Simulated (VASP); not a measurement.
The input files of a VASP run:

**KPOINTS**
```
Automatic mesh
0
Gamma
8 8 8
0 0 0
```

### POSCAR
```
LiCl
1
    0.0000000000     2.5700000000     2.5700000000
    2.5700000000     0.0000000000     2.5700000000
    2.5700000000     2.5700000000     0.0000000000
Li Cl
1 1
Direct
  0.0000000000   0.0000000000   0.0000000000
  0.5000000000   0.5000000000   0.5000000000
```

### INCAR
```
# general
SYSTEM=LiCl
PREC  =Accurate
ENCUT =520
LREAL =F
LASPH =T

# electronic loop
EDIFF =1E-6
NELM  =100
ALGO  =Normal

# smearing
ISMEAR=0
SIGMA =0.05

# functional
GGA   =91

# ions
IBRION=2
NSW   =60
ISIF  =3
EDIFFG=-0.01

# output
LWAVE =F
LCHARG=F
```

POTCAR, in this order: Li_sv Cl (PBE.64 set). Program: vasp_std.

Translate this PW91 calculation to Quantum ESPRESSO's pw.x.

One equivalent input (not run):
```
&CONTROL
  calculation = 'vc-relax'
  pseudo_dir = './pseudo'
  outdir = './out'
  tprnfor = .true.
  tstress = .true.
  nstep = 60
  forc_conv_thr = 0.00039
/
&SYSTEM
  ibrav = 0
  nat = 2
  ntyp = 2
  ecutwfc = 74
  occupations = 'smearing'
  smearing = 'gaussian'
  degauss = 0.003675
  input_dft = 'pw91'
/
&ELECTRONS
  conv_thr = 7.3e-08
  electron_maxstep = 100
/
&IONS
/
&CELL
/
ATOMIC_SPECIES
  Li 6.940 Li.upf
  Cl 35.450 Cl.upf
CELL_PARAMETERS angstrom
     0.0000000    2.5700000    2.5700000
     2.5700000    0.0000000    2.5700000
     2.5700000    2.5700000    0.0000000
ATOMIC_POSITIONS crystal
  Li   0.0000000  0.0000000  0.0000000
  Cl   0.5000000  0.5000000  0.5000000
K_POINTS automatic
  8 8 8 0 0 0
```
Limits of the translation: the potentials are each code's own (VASP's PAW set, PseudoDojo norm-conserving files in pw.x), so ENCUT and ecutwfc are chosen apart and not converted; conv_thr bounds pw.x's estimated SCF error, while EDIFF bounds the energy change between steps; forc_conv_thr acts on force components and is met together with etot_conv_thr.

The compound is LiCl in the rock salt structure. The cell was not relaxed at this level.
